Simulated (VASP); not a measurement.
An input for Quantum ESPRESSO's pw.x (written as the equivalent of a VASP run, and not itself run):

```
&CONTROL
  calculation = 'vc-relax'
  pseudo_dir = './pseudo'
  outdir = './out'
  tprnfor = .true.
  tstress = .true.
  nstep = 30
  forc_conv_thr = 0.00039
/
&SYSTEM
  ibrav = 0
  nat = 3
  ntyp = 2
  ecutwfc = 74
  occupations = 'smearing'
  smearing = 'methfessel-paxton'
  degauss = 0.00735
  input_dft = 'vdw-df2'
/
&ELECTRONS
  conv_thr = 7.3e-09
  electron_maxstep = 100
/
&IONS
/
&CELL
  cell_dofree = 'shape'
/
ATOMIC_SPECIES
  Si 28.085 Si.upf
  W 183.840 W.upf
CELL_PARAMETERS angstrom
    -1.6803118    1.6803118    4.0757916
     1.6803118   -1.6803118    4.0757916
     1.6803118    1.6803118   -4.0757916
ATOMIC_POSITIONS crystal
  Si   0.6644654  0.6644654  0.0000000
  Si   0.3355346  0.3355346  0.0000000
  W    0.0000000  0.0000000  0.0000000
K_POINTS automatic
  13 13 13 0 0 0
```

**Question.** Write the VASP files for the same calculation (vdW-DF2).

**Answer.** One answer among several that fit: 
**KPOINTS**
```
Automatic mesh
0
Gamma
  13 13 13
```

### INCAR
```
# general
SYSTEM   = WSi2
PREC     = Accurate
ENCUT    = 520   # plane-wave cut-off (eV)
LREAL    = .FALSE.   # projection in real space or not
LASPH    = .TRUE.

# electronic loop
EDIFF    = 1E-7
NELM     = 100
ALGO     = Normal   # blocked Davidson
LMAXMIX  = 6   # l cut-off of mixed one-centre charges

# smearing
ISMEAR   = 1   # Methfessel-Paxton
SIGMA    = 0.1   # width (eV)

# functional
GGA      = ML
LUSE_VDW = .TRUE.
AGGAC    = 0.0
ZAB_VDW  = -1.8867

# ions
IBRION   = 2   # conjugate gradients
NSW      = 30
ISIF     = 4
EDIFFG   = -0.01

# output
LWAVE    = .FALSE.
LCHARG   = .FALSE.
```

**POSCAR**
```
WSi2
1.0
 -1.6803117789   1.6803117789   4.0757916014
  1.6803117789  -1.6803117789   4.0757916014
  1.6803117789   1.6803117789  -4.0757916014
Si W
2 1
Cart
 -0.0000000000   0.0000000000   5.4164446332
  0.0000000000  -0.0000000000   2.7351385696
  0.0000000000   0.0000000000   0.0000000000
```

POTCAR, in this order: Si W_sv (PBE.64 set). Program: vasp_std.

The two are equivalent in intent, not identical: the potentials are each code's own (VASP's PAW set, PseudoDojo norm-conserving files in pw.x), so ENCUT and ecutwfc are chosen apart and not converted; conv_thr bounds pw.x's estimated SCF error, while EDIFF bounds the energy change between steps; forc_conv_thr acts on force components and is met together with etot_conv_thr.

The compound is WSi2 in the MoSi2 type structure. This cell is one point of a volume scan, at 1.06 of the reference volume. Symmetry was kept, so distortions that lower it aren't found.
